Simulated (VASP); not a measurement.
An input for Ansatz (written as the equivalent of a VASP run, and not itself run):

Ansatz 0.2 input:
```yaml
crystal:
  lattice:
    - [3.6782623, 0.0000000, 0.0000000]
    - [0.0000000, 3.6782623, 0.0000000]
    - [0.0000000, 0.0000000, 3.6782623]
  atoms:
    - { symbol: Cu, position: [0.0000000, 0.5000000, 0.5000000] }
    - { symbol: Cu, position: [0.5000000, 0.0000000, 0.5000000] }
    - { symbol: Cu, position: [0.5000000, 0.5000000, 0.0000000] }
    - { symbol: Au, position: [0.0000000, 0.0000000, 0.0000000] }
kpoints:
  mp_grid: { grid: [9, 9, 9] }
hamiltonian:
  xc: lda
  pseudopotentials: { kind: paw }
scf:
  occupations: { method: tetrahedron }
  max_iter: 100
output: { forces: true, stress: true, eigenvalues: true }
```

Problem. Write the VASP files for the same calculation (LDA).

Solution. One answer among several that fit: 
POSCAR:
```
Cu3Au
1
    3.6782622762     0.0000000000    -0.0000000000
    0.0000000000     3.6782622762    -0.0000000000
   -0.0000000000     0.0000000000     3.6782622762
Cu Au
3 1
Direct
  0.0000000000   0.5000000000   0.5000000000
  0.5000000000   0.0000000000   0.5000000000
  0.5000000000   0.5000000000   0.0000000000
  0.0000000000   0.0000000000   0.0000000000
```

KPOINTS:
```
Automatic mesh
0
Gamma
9 9 9
0 0 0
```

INCAR:
```
! general
SYSTEM   =  Cu3Au
PREC     =  Accurate
ENCUT    =  520
LREAL    =  .FALSE.
LASPH    =  .TRUE.

! electronic loop
EDIFF    =  1E-7   ! SCF stop (eV)
NELM     =  100   ! most electronic steps
ALGO     =  Normal
LMAXMIX  =  6   ! l cut-off of mixed one-centre charges

! smearing
ISMEAR   =  -5   ! tetrahedra, Bloechl

! ions
ISIF     =  2

! output
LWAVE    =  .FALSE.
LCHARG   =  .TRUE.
LORBIT   =  11
NEDOS    =  601

! other
LEFG     =  .TRUE.
```

POTCAR, in this order: Cu Au (LDA.64 set). Program: vasp_std.

The two are equivalent in intent, not identical: each code has its own PAW files, so the cut-off isn't converted (ENCUT is set for VASP's; basis.ecutwfc is left out, and Ansatz then takes the one that its files recommend); Ansatz stops its SCF on the density residual and VASP on the energy change (EDIFF); Ansatz's lda is the Perdew-Wang form, while the LDA potentials of VASP carry Perdew-Zunger's; the field gradients of LEFG aren't asked of the other code.

The compound is Cu3Au in the L1_2 structure. It was relaxed first, which changed the volume by -6 %.
